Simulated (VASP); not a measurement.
# Interstitial Sc in Ge

How easily does interstitial Sc form in Ge? The host is relaxed first, then a supercell is run with and without the defect.

Method: PBEsol; plane waves and PAW (Ge), in the first sound run; inputs show where later runs differ, in VASP 6.6.1.

### 1. The host crystal

It takes space group Fd-3m (No. 227, cubic). The conventional cell has a = 5.660 Å, b = 5.660 Å, c = 5.660 Å, α = 90.00°, β = 90.00°, γ = 90.00°. Nearest to Ge lie 4 Ge at 2.45 Å.

Structure file:

```cif
data_structure
_symmetry_space_group_name_H-M 'P 1'
_symmetry_Int_Tables_number 1
_cell_length_a 4.0022
_cell_length_b 4.0022
_cell_length_c 4.0022
_cell_angle_alpha 60.000
_cell_angle_beta 60.000
_cell_angle_gamma 60.000
_cell_volume 45.33
loop_
_atom_site_label
_atom_site_type_symbol
_atom_site_fract_x
_atom_site_fract_y
_atom_site_fract_z
_atom_site_occupancy
Ge1 Ge 0.00000 0.00000 0.00000 1
Ge2 Ge 0.25000 0.25000 0.25000 1
```

### 2. Relaxing the host crystal

The later steps need the crystal at this functional's own lattice; a raised cutoff keeps the stress reliable while the cell changes.

Input file INCAR:

```
SYSTEM = Ge
PREC = Accurate
ENCUT = 350
EDIFF = 1E-06
NELM = 120
ISMEAR = 0
SIGMA = 0.05
LREAL = .FALSE.
ALGO = Normal
GGA = PS
NBANDS = 10
LORBIT = 11
LWAVE = .FALSE.
LCHARG = .FALSE.
KPAR = 8
IBRION = 2
NSW = 40
ISIF = 3
EDIFFG = -0.02
POTIM = 0.4
```

Input file POSCAR:

```
Ge
1.0
    0.0000000000      2.8300000000      2.8300000000
    2.8300000000      0.0000000000      2.8300000000
    2.8300000000      2.8300000000      0.0000000000
Ge
2
Direct
    0.0000000000      0.0000000000      0.0000000000
    0.2500000000      0.2500000000      0.2500000000
```

Input file KPOINTS:

```
Automatic mesh
0
Gamma
6 6 6
0 0 0
```

The projector-augmented-wave data sets are Ge (PBE family, release 64).

Command:

```bash
> mpirun -np 8 vasp_std
```

The program printed:

```text
[banner, memory and clock lines left out]
running    8 mpi-ranks, on    1 nodes
 distrk:  each k-point on    1 cores,    8 groups
 distr:  one band on    1 cores,    1 groups

 POSCAR found type information on POSCAR Ge
 POSCAR found :  1 types and       2 ions
|                                                                             |
|           W    W    AA    RRRRR   N    N  II  N    N   GGGG   !!!           |
|           W    W   A  A   R    R  NN   N  II  NN   N  G    G  !!!           |
|           W    W  A    A  R    R  N N  N  II  N N  N  G       !!!           |
|           W WW W  AAAAAA  RRRRR   N  N N  II  N  N N  G  GGG   !            |
|           WW  WW  A    A  R   R   N   NN  II  N   NN  G    G                |
|           W    W  A    A  R    R  N    N  II  N    N   GGGG   !!!           |
|                                                                             |
|     For optimal performance we recommend to set                             |
|       NCORE = 2 up to number-of-cores-per-socket                            |
|     NCORE specifies how many cores store one orbital (NPAR=cpu/NCORE).      |
|     This setting can greatly improve the performance of VASP for DFT.       |
|     The default, NCORE=1 might be grossly inefficient on modern             |
|     multi-core architectures or massively parallel machines. Do your        |
|     Unfortunately you need to use the default for GW and RPA                |
|     calculations (for HF NCORE is supported but not extensively tested      |
|     yet).                                                                   |
|                                                                             |

|                                                                             |
|               ----> ADVICE to this user running VASP <----                  |
|                                                                             |
|     You enforced a specific xc type in the INCAR file but a different       |
|     [... a line on the potential file left out ...]
|     I HOPE YOU KNOW WHAT YOU ARE DOING!                                     |
|                                                                             |

 LDA part: xc-table for (Slater+PW92), standard interpolation
 POSCAR, INCAR and KPOINTS ok, starting setup
 FFT: planning ... GRIDC
 FFT: planning ... GRID_SOFT
 FFT: planning ... GRID
 WAVECAR not read
 entering main loop
       N       E                     dE             d eps       ncg     rms          rms(c)
DAV:   1     0.901659897094E+01    0.90166E+01   -0.28447E+03   320   0.500E+02
DAV:   2    -0.929162476430E+01   -0.18308E+02   -0.17320E+02   438   0.773E+01
DAV:   3    -0.987491639907E+01   -0.58329E+00   -0.58198E+00   390   0.133E+01
DAV:   4    -0.987665812598E+01   -0.17417E-02   -0.17416E-02   378   0.829E-01
DAV:   5    -0.987666090544E+01   -0.27795E-05   -0.27795E-05   398   0.345E-02    0.313E+00
DAV:   6    -0.978423215431E+01    0.92429E-01   -0.38028E-02   346   0.920E-01    0.189E+00
DAV:   7    -0.973887427278E+01    0.45358E-01   -0.72379E-02   336   0.134E+00    0.123E-01
DAV:   8    -0.973945439998E+01   -0.58013E-03   -0.15018E-03   344   0.207E-01    0.235E-02
DAV:   9    -0.973952331692E+01   -0.68917E-04   -0.56562E-05   404   0.467E-02    0.156E-02
DAV:  10    -0.973952417678E+01   -0.85986E-06   -0.86078E-06   360   0.170E-02
   1 F= -.97395242E+01 E0= -.97393061E+01  d E =-.973952E+01
 curvature:   0.00 expect dE= 0.000E+00 dE for cont linesearch  0.000E+00
 trial: gam= 0.00000 g(F)=  0.482E-46 g(S)=  0.116E-01 ort = 0.000E+00 (trialstep = 0.100E+01)
 search vector abs. value=  0.116E-01
 bond charge predicted
       N       E                     dE             d eps       ncg     rms          rms(c)
DAV:   1    -0.975038545060E+01   -0.10862E-01   -0.16116E-01   336   0.185E+00    0.313E-01
DAV:   2    -0.974682125003E+01    0.35642E-02   -0.29366E-03   330   0.343E-01    0.175E-01
DAV:   3    -0.974502135055E+01    0.17999E-02   -0.36484E-03   334   0.267E-01    0.413E-02
DAV:   4    -0.974502376078E+01   -0.24102E-05   -0.34223E-05   344   0.386E-02    0.212E-02
DAV:   5    -0.974502368348E+01    0.77303E-07   -0.25865E-06   360   0.986E-03
   2 F= -.97450237E+01 E0= -.97446887E+01  d E =-.549951E-02
 trial-energy change:   -0.005500  1 .order   -0.005364   -0.011562    0.000835
 step:   0.9365(harm=  0.9326)  dis= 0.00000  next Energy=    -9.745050 (dE=-0.553E-02)
 reached required accuracy - stopping structural energy minimisation
```

The job ended after 4.6 s (8 MPI ranks of AMD EPYC 7R43, shared host; peak memory 0.86 GiB).

The logs omit lines about the potential files and the build; timing stands in the text.

From OUTCAR (step 2):

```text
ion  position               nearest neighbor table
   1  0.000  0.000  0.000-   2 2.45   2 2.45   2 2.45   2 2.45
   2  0.250  0.250  0.250-   1 2.45   1 2.45   1 2.45   1 2.45

  LATTYP: Found a face centered cubic cell.
 ALAT       =     5.6600000000

 Subroutine GETGRP returns: Found 48 space group operations
 (whereof 24 operations were pure point group operations)

The static configuration has the point symmetry T_d .
 The point group associated with its full space group is O_h .

 Found     16 irreducible k-points:

   k-points           NKPTS =     16   k-points in BZ     NKDIM =     16   number of bands    NBANDS=     10

   dimension x,y,z NGX =    24 NGY =   24 NGZ =   24
   dimension x,y,z NGXF=    48 NGYF=   48 NGZF=   48

   ENCUT  =  350.0 eV  25.72 Ry    5.07 a.u.   6.11  6.11  6.11*2*pi/ulx,y,z

   NELECT =       8.0000    total number of electrons

 k-points in reciprocal lattice and weights: Automatic mesh
   0.00000000  0.00000000  0.00000000       0.005
   0.16666667  0.00000000  0.00000000       0.037
   0.33333333  0.00000000  0.00000000       0.037
   0.50000000  0.00000000  0.00000000       0.019
   0.16666667  0.16666667  0.00000000       0.028
   0.33333333  0.16666667  0.00000000       0.111
   0.50000000  0.16666667  0.00000000       0.111
  -0.33333333  0.16666667  0.00000000       0.111
  -0.16666667  0.16666667  0.00000000       0.056
[...]
-0.33333333  0.33333333  0.16666667       0.111
  -0.33333333  0.50000000  0.16666667       0.056

 average (electrostatic) potential at core
       1 -33.0651       2 -33.0651

 E-fermi :   3.4270

 k-point     1 :       0.0000    0.0000    0.0000
  band No.  band energies     occupation
      1      -9.1746      2.00000
      2       3.2086      2.00000
      3       3.4277      0.98459
      4       3.4277      0.98459
      5       3.4277      0.98458
      6       5.9208      0.00000
      7       5.9208      0.00000
      8       5.9208      0.00000
      9       9.5664      0.00000
     10      12.6195      0.00000

 k-point     2 :       0.1667    0.0000    0.0000
  band No.  band energies     occupation
      1      -8.8469      2.00000
      2       0.2288      2.00000
      3       2.9156      2.00000
      4       2.9156      2.00000
      5       4.2389      0.00000
      6       6.5964      0.00000
      7       6.5964      0.00000
      8       7.4231      0.00000
      9      10.9743      0.00000
    ...

 k-point     3 :       0.3333    0.0000    0.0000
  band No.  band energies     occupation
      1      -7.9402      2.00000
      2      -2.6215      2.00000
      3       2.2836      2.00000
      4       2.2836      2.00000
      5       3.6931      0.00000
      6       7.1167      0.00000
      7       7.1167      0.00000
      8      10.2321      0.00000
      9      11.0107      0.00000
    ...

  Total       -0.0322770     -0.0322770     -0.0322770     -0.0000000      0.0000000     -0.0000000
  in kB       -1.1118010     -1.1118010     -1.1118010     -0.0000000      0.0000000     -0.0000000
  external PRESSURE =      -1.1118010 kB  Pullay stress =       0.0000000 kB

  energy-cutoff  :      350.00
  volume of cell :       46.51
      direct lattice vectors                 reciprocal lattice vectors
    -0.000000000  2.854405843  2.854405843    -0.175167803  0.175167803  0.175167803
     2.854405843 -0.000000000  2.854405843     0.175167803 -0.175167803  0.175167803
     2.854405843  2.854405843 -0.000000000     0.175167803  0.175167803 -0.175167803

 POSITION                                       TOTAL-FORCE (eV/Angst)
 -----------------------------------------------------------------------------------
      5.70881      5.70881      5.70881         0.000000      0.000000      0.000000
      1.42720      1.42720      1.42720        -0.000000     -0.000000     -0.000000
 -----------------------------------------------------------------------------------
    total drift:                               -0.000000      0.000000      0.000000

  FREE ENERGIE OF THE ION-ELECTRON SYSTEM (eV)
  ---------------------------------------------------
  free  energy   TOTEN  =        -9.7450236835 eV

  energy  without entropy=       -9.7443538004  energy(sigma->0) =       -9.74468874

 reached required accuracy - stopping structural energy minimisation

 total charge
# of ion       s       p       d       tot
------------------------------------------
    1        1.135   1.238   0.057   2.430
    2        1.135   1.238   0.057   2.430
--------------------------------------------------
tot          2.270   2.475   0.114   4.860

[... 3 further parts left out ...]
```

The k-mesh is coarse for a metal. The PAW data sets were made with PBE, which is usual practice but a small mismatch for other functionals. The data set Ge keeps the semicore shell frozen, which is cheaper and a little less accurate. The run keeps the 48 symmetry operations of its start, so it cannot find a distortion of lower symmetry.

The steps of the relaxation:

| step | energy less that of the first step (eV) | largest force (eV/Å) | pressure (GPa) | volume (Å³) |
| --- | --- | --- | --- | --- |
| 1 | 0.0000 | 0.0000 | 1.58 | 45.33 |
| 2 | -0.0055 | 0.0000 | -0.11 | 46.51 |

| conventional cell, symmetrised | before | after | change |
| --- | --- | --- | --- |
| a (Å) | 5.660 | 5.709 | +0.9 % |
| b (Å) | 5.660 | 5.709 | +0.9 % |
| c (Å) | 5.660 | 5.709 | +0.9 % |
| volume (Å³/atom) | 22.67 | 23.26 | +2.6 % |

Final coordinates:

```
Ge
1.0
     0.00000    2.85441    2.85441
     2.85441    0.00000    2.85441
     2.85441    2.85441    0.00000
Ge
2
Direct
  0.00000 0.00000 0.00000
  0.25000 0.25000 0.25000
```

Numbers from this step:

* electronic cycles: 15
* electrons: 8
* free energy (TOTEN): -9.745 eV
* energy at zero smearing: -9.745 eV
* Fermi energy: 3.427 eV
* labelled metallic, from the levels on this mesh: yes

The run ended after 2 ionic steps, 0.005 eV below its first step, once forces and stress met EDIFFG = -0.02.

Semilocal functionals make gaps too small and can close small ones, so a metal at this level may be a semiconductor in fact.

(Part 1 of 4 ends here.)

[Lines on the potential files, build, host, timing and source positions are cut from VASP's logs without a mark.]

[Logs are printed without paths, hosts, clocks, repeated set-up lines and the standing remarks that a program may print on its own settings, such as how far it seeks lower states.]

[Hosts, paths, dates, database ids (printed as entryN), source tags and the programs' standing remarks are cut or masked in the printed files.]

[In band tables of VASP the shares of atoms and orbitals are scaled to a sum of 1 inside the atoms' spheres.]

[Runs that stopped without an error message from VASP are left out.]
